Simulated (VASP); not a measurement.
Here is the system:

```
ZrS
1.0
    0.00000     2.58437     2.58437
    2.58437     0.00000     2.58437
    2.58437     2.58437     0.00000
Zr S
1 1
Direct
  0.00000   0.00000   0.00000
  0.50000   0.50000   0.50000
```

Level of theory: PBEsol GGA, VASP's PBE PAW potentials (set 64) (plane waves; VASP). Run with 400 eV cut-off, Gaussian smearing of 0.050 eV, potentials Zr_sv S.

### Question
Give the energies of bands 6 to 12 at the high-symmetry points, in eV from the Fermi level.

### Answer

```tsv
band	Γ	X	U	L	W
6	-3.51	-6.32	-6.45	-8.25	-6.26
7	-3.51	-4.47	-6.21	-6.14	-6.01
8	-3.51	-4.47	-5.38	-6.14	-6.01
9	-1.46	-3.67	-1.55	1.58	0.04
10	-1.46	0.54	1.90	1.58	0.04
11	-1.46	2.55	2.14	1.93	1.92
12	-0.73	2.55	2.65	1.95	2.57
```

It has no gap at this level: it comes out as a metal or semimetal.

The structure was generated: ZrS was put into the rock salt type (Fm-3m), which need not be its known phase. It was relaxed first, which changed the volume by -38 %. VASP warned that the highest band is occupied, so more bands are needed.
